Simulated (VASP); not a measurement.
CuAu (L1_0) relaxed at rising pressure, in one space group throughout; other phases were not tried. The pressures are those reached. These are LDA (Ceperley-Alder, Perdew-Zunger), VASP's LDA PAW potentials (set 64) (plane waves; VASP 6.6.1) values and carry that method's errors.

```json
[
 {"P (GPa)": "0.07", "V (Å³/atom)": "13.832", "k-mesh": "13×13×10"},
 {"P (GPa)": "4.97", "V (Å³/atom)": "13.493", "k-mesh": "13×13×10"},
 {"P (GPa)": "10.00", "V (Å³/atom)": "13.191", "k-mesh": "13×13×10"},
 {"P (GPa)": "20.04", "V (Å³/atom)": "12.691", "k-mesh": "13×13×11"},
 {"P (GPa)": "29.90", "V (Å³/atom)": "12.299", "k-mesh": "13×13×11"}
]
```

A change of mesh leaves a small step in the series.

Question: Fit an equation of state and predict the volume at 45.02 GPa.

Answer: Least squares on the third-order Birch-Murnaghan form, P = (3B0/2)(y⁷ − y⁵)[1 + (3/4)(B′ − 4)(y² − 1)] with y = (V0/V)^(1/3), gives V0 = 13.839 Å³/atom, B0 = 182 GPa and B′ = 5.6, and so 11.809 Å³/atom. The run gave 11.808 Å³/atom, -0.0 % from the fit.

Pressures at which the relaxation failed are left out.

The compound is CuAu in the L1_0 structure.
